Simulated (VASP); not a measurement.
Given:

```
CELL_PARAMETERS angstrom
      0.00000     3.70984     3.70984
      3.70984     0.00000     3.70984
      3.70984     3.70984     0.00000
ATOMIC_POSITIONS crystal
  Rb 0.00000 0.00000 0.00000
  Cl 0.25000 0.25000 0.25000
```

Method: PBE GGA, VASP's PBE PAW potentials (set 64) (plane waves; VASP). Settings: 400 eV cut-off, 7×7×7 Γ-centred mesh, tetrahedra with Blöchl corrections, potentials Rb_sv Cl.

Task: What does the run give for the energy per atom (σ→0)?

Result: 
- energy per atom (σ→0) = -3.245 eV/atom

Only differences to runs with the same potentials and settings are physical.

The structure was generated: RbCl was put into the zinc blende type (F-43m), which need not be its known phase. It was relaxed first.
